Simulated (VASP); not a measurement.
The cell holds one ZrSe2 (1T layered) monolayer, with vacuum along c. Ionisation potential and electron affinity count from the cell's own band edges, surface states included.

Data:

```
CELL_PARAMETERS angstrom
      3.71253     0.00000     0.00000
     -1.85626     3.21514     0.00000
      0.00000     0.00000    18.31310
ATOMIC_POSITIONS crystal
  Se 0.66667 0.33333 0.41437
  Se 0.33333 0.66667 0.58563
  Zr 0.00000 0.00000 0.50000
```

Level of theory: LDA (Ceperley-Alder, Perdew-Zunger), VASP's LDA PAW potentials (set 64) (plane waves; VASP). Settings: 400 eV cut-off, 12×12×1 Γ-centred mesh, Gaussian smearing of 0.050 eV, potentials Se Zr_sv.

Q: Predict its energy to cut it from the bulk, per area, ionisation potential, electron affinity, band gap (on the k-mesh).

A: 
```
Item                                            Value
----------------------------------------  -----------
energy to cut it from the bulk, per area  15.0 meV/Å²
ionisation potential                          5.67 eV
electron affinity                             5.40 eV
band gap (on the k-mesh)                      0.27 eV
```

The cell is a sheet with vacuum, built from ZrSe2 (1T layered).
